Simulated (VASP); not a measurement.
Consider the following.

```yaml
crystal:
  lattice:
    - [6.23204, 0.00000, 0.00000]
    - [0.00000, 6.23204, 0.00000]
    - [0.00000, 0.00000, 6.23204]
  atoms:
    - { symbol: Cs, position: [0.00000, 0.00000, 0.00000] }
    - { symbol: Sn, position: [0.50000, 0.50000, 0.50000] }
    - { symbol: I, position: [0.50000, 0.00000, 0.50000] }
    - { symbol: I, position: [0.00000, 0.50000, 0.50000] }
    - { symbol: I, position: [0.50000, 0.50000, 0.00000] }
```

Calculation: PBE GGA with D3 dispersion (zero damping), VASP's PBE PAW potentials (set 64) (plane waves; VASP). Run with 520 eV cut-off, 4×4×4 Γ-centred mesh, tetrahedra with Blöchl corrections, potentials Cs_sv Sn_d I.

The cores are frozen, which limits the accuracy of field gradients.

**Question.** Give the principal components of the electric field gradient (V/Å²) and the asymmetry η at each nucleus.

**Answer.** 
```csv
atom,Vxx,Vyy,Vzz,η
Cs1,0.0,0.0,0.0,-
Sn2,0.0,0.0,0.0,-
I3,-183.5,-183.5,367.0,0.00
I4,-183.5,-183.5,367.0,0.00
I5,-183.5,-183.5,367.0,0.00
```

The compound is CsSnI3 in the cubic perovskite structure, the ideal cubic form; the compound distorts at low or room temperature. It was relaxed first.
